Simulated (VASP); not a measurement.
```yaml
crystal:
  lattice:
    - [5.06603, 0.00000, 0.00000]
    - [0.00000, 5.06603, 0.00000]
    - [0.00000, 0.00000, 5.06603]
  atoms:
    - { symbol: Ba, position: [0.00000, 0.00000, 0.00000] }
    - { symbol: Bi, position: [0.00000, 0.50000, 0.50000] }
    - { symbol: Bi, position: [0.50000, 0.00000, 0.50000] }
    - { symbol: Bi, position: [0.50000, 0.50000, 0.00000] }
```

Computed with PBEsol GGA, VASP's PBE PAW potentials (set 64) (plane waves; VASP). Run with 400 eV cut-off, 7×7×7 Γ-centred mesh, tetrahedra with Blöchl corrections, potentials Ba_sv Bi_d.

Unless said otherwise, spin-orbit coupling is left out, though it shifts the bands of the heavy elements here.

Tabulate the total density of states (states/eV per cell) against energy (eV; zero at the valence-band maximum or, without a gap, the Fermi level).

```tsv
E (eV)	DOS (states/eV)
-9.97	3.98
-9.77	2.96
-9.66	2.82
-9.46	2.16
-9.26	0.00
-9.15	0.00
-8.95	0.00
-8.74	0.00
-8.64	0.00
-8.44	0.00
-8.23	0.00
-8.13	0.00
-7.93	0.00
-7.72	0.00
-7.62	0.00
-7.42	0.00
-7.21	0.00
-7.11	0.00
-6.91	0.00
-6.70	0.00
-6.60	0.00
-6.40	0.00
-6.29	0.00
-6.09	0.00
-5.89	0.00
-5.79	0.00
-5.58	0.00
-5.38	0.00
-5.28	0.00
-5.07	0.00
-4.87	0.00
-4.76	0.00
-4.56	0.15
-4.36	0.21
-4.25	0.27
-4.05	0.77
-3.85	1.64
-3.74	2.02
-3.54	2.15
-3.34	2.12
-3.23	2.85
-3.03	2.67
-2.83	3.03
-2.72	3.73
-2.52	3.51
-2.31	4.09
-2.21	4.64
-2.01	3.83
-1.80	2.43
-1.70	2.63
-1.50	2.65
-1.29	0.90
-1.19	0.49
-0.99	3.59
-0.78	3.11
-0.68	2.04
-0.48	1.98
-0.27	3.55
-0.17	3.88
0.03	2.11
0.13	1.78
0.34	2.20
0.54	2.23
0.64	2.29
0.85	1.77
1.05	1.35
1.16	1.37
1.36	2.35
1.56	2.50
1.67	2.24
1.87	2.29
2.07	2.54
2.17	2.54
2.38	3.32
2.58	3.35
2.69	3.17
2.89	2.92
3.09	4.30
3.20	3.70
3.40	4.26
```
Within 2 eV below the Fermi level the largest weight inside VASP's projection spheres is Bi p.

The structure comes from a computed database's BaBi3 entry (Pm-3m); how it stands against other phases isn't given here. It was relaxed first. The electron count is odd and the run is not spin-polarised, which forces a metal.
